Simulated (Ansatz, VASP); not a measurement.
**Two plane-wave programs on Be3ZnSe4**

The input INCAR:

```
SYSTEM = Be3ZnSe4
  PREC = Accurate
  ENCUT = 520
  EDIFF = 1E-6
  ISMEAR = 0
  SIGMA = 0.1
  LREAL = .FALSE.
  LASPH = .TRUE.
  NELM = 80
  ALGO = Normal
  ISIF = 2
  LWAVE = .FALSE.
  LCHARG = .TRUE.
  GGA = PE
  LELF = .TRUE.
  LVHAR = .TRUE.
  NBANDS = 31
```

The input KPOINTS:

```
regular mesh
0
G
  4 4 4
  0 0 0
```

POSCAR

```
Be3ZnSe4
1.0
    5.3211070547      0.0000000000      0.0000000000
    0.0000000000      5.3211070547      0.0000000000
   -2.6605535273     -2.6605535273      5.2997565988
Be Zn Se
3 1 4
Direct
    0.5000000000      0.5000000000      1.0000000000
    0.2500000000      0.7500000000      0.5000000000
    0.7500000000      0.2500000000      0.5000000000
    0.0000000000      0.0000000000      0.0000000000
    0.1349975428      0.1349975428      0.7368873999
    0.6018898571      0.6018898571      0.7368873999
    0.8650024572      0.3981101429      0.2631126001
    0.3981101429      0.8650024572      0.2631126001
```

Input for Ansatz:

```yaml
crystal:
  lattice:
    - [5.3211070547, 0.0, 0.0]
    - [0.0, 5.3211070547, 0.0]
    - [-2.6605535273, -2.6605535273, 5.2997565988]
  atoms:
    - { symbol: Be, position: [0.5, 0.5, 1.0] }
    - { symbol: Be, position: [0.25, 0.75, 0.5] }
    - { symbol: Be, position: [0.75, 0.25, 0.5] }
    - { symbol: Zn, position: [0.0, 0.0, 0.0] }
    - { symbol: Se, position: [0.1349975428, 0.1349975428, 0.7368873999] }
    - { symbol: Se, position: [0.6018898571, 0.6018898571, 0.7368873999] }
    - { symbol: Se, position: [0.8650024572, 0.3981101429, 0.2631126001] }
    - { symbol: Se, position: [0.3981101429, 0.8650024572, 0.2631126001] }
basis:
  ecutwfc: 420
kpoints:
  mp_grid: { grid: [4, 4, 4] }
hamiltonian:
  xc: pbe
scf:
  occupations: { method: gaussian, width: 0.1 }
  lower_state_search: "off"
output:
  forces: true
  stress: true
  eigenvalues: true
```

Alike in both runs: task single point; functional PBE; k mesh 4 × 4 × 4; occupations gaussian, width 0.1 eV; no spin polarisation.

|  | VASP | Ansatz |
| --- | --- | --- |
| version | VASP 6.6.1 | Ansatz 0.2.0 |
| potentials or method | VASP PAW PBE potentials, release 64 (Be, Zn, Se) | scalar-relativistic, plane waves, PAW |
| plane-wave cutoff (eV) | 520 | 420 |
| valence electrons in the cell | 42 | 82 |

|  | VASP | Ansatz | Ansatz less VASP |
| --- | --- | --- | --- |
| gap on the k mesh at the Fermi level (eV) | 2.73 | 2.74 | +0.009 |
| least direct gap on the mesh (eV) | 2.73 | 2.74 | +0.009 |
| pressure (GPa) | 0.2 | 0.0 | -0.19 |
| rms of the force components (eV/Å) | 0.005 | 0.001 | -0.0038 |

Atom by atom the forces differ by 0.004 eV/Å (rms over components). The two sets of potentials don't hold the same shells in valence.

A k mesh can miss the band edges.
